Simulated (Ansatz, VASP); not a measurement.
# Two plane-wave programs on TaSbSe

```xyz
3
Lattice="3.6296 0.0000 0.0000 0.0000 3.6296 0.0000 0.0000 0.0000 5.6345" Properties=species:S:1:pos:R:3 pbc="T T T"
Ta    0.0000    0.0000    0.0000
Sb    0.0000    0.0000    2.8173
Se    1.8148    1.8148    0.0000
```

Alike in both runs: functional PBE; k mesh 12 × 12 × 8; occupations gaussian, width 0.1 eV; no spin polarisation.

Ansatz relaxed the structure, and its values are those at the end. VASP's run is a single point on that final structure, the one shown.

|  | VASP | Ansatz |
| --- | --- | --- |
| version | VASP 6.6.1 | Ansatz 0.2.0 |
| potentials or method | VASP PAW PBE potentials, release 64 (Ta_pv, Sb, Se) | scalar-relativistic, plane waves, PAW |
| plane-wave cutoff (eV) | 520 | 420 |
| valence electrons in the cell | 22 | 44 |

```csv
,VASP,Ansatz,Ansatz less VASP
gap on the k mesh at the Fermi level (eV),none,none,-
pressure (GPa),0.1,0.0,-0.09
```

A gap of «none» marks a metal or a gap that the smearing closes. The functional is the same, so the differences come from potentials, cutoffs and numerics. The two sets of potentials don't hold the same shells in valence.

The runs have no spin-orbit coupling, so splittings on Sb, Ta are missing.
